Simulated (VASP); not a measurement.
Here is the system:

```
Cu
1.0
    2.55757     0.00000     0.00000
   -1.27879     2.21492     0.00000
    0.00000     0.00000     4.15246
Cu
2
Direct
  0.33333   0.66667   0.25000
  0.66667   0.33333   0.75000
```

Computed with PBEsol GGA, VASP's PBE PAW potentials (set 64) (plane waves; VASP 6.6.1). Numerical set-up: 400 eV cut-off, 15×15×8 Γ-centred mesh, first-order Methfessel-Paxton smearing of 0.10 eV, potentials Cu.

Energy and stress use the plane-wave basis of the starting cell.

Problem. The ions, cell shape and volume are relaxed. Give the cell that the relaxation ends in.

Solution. 
```
Cu
1.0
    2.50774     0.00000     0.00000
   -1.25387     2.17177     0.00000
    0.00000     0.00000     4.15115
Cu
2
Direct
  0.33333   0.66667   0.25000
  0.66667   0.33333   0.75000
```
Space group P6_3/mmc (194), at a tolerance of 0.03 Å.

Problem. How do energy and volume change from the first to the last step?

Solution. The energy (σ→0) changes by -10.8 meV/atom and the volume by -3.9 %, in 5 ionic steps.

The structure was generated: Cu was put into the hcp type (P6_3/mmc), which need not be its known phase. This run relaxes it. Symmetry was kept, so distortions that lower it aren't found.
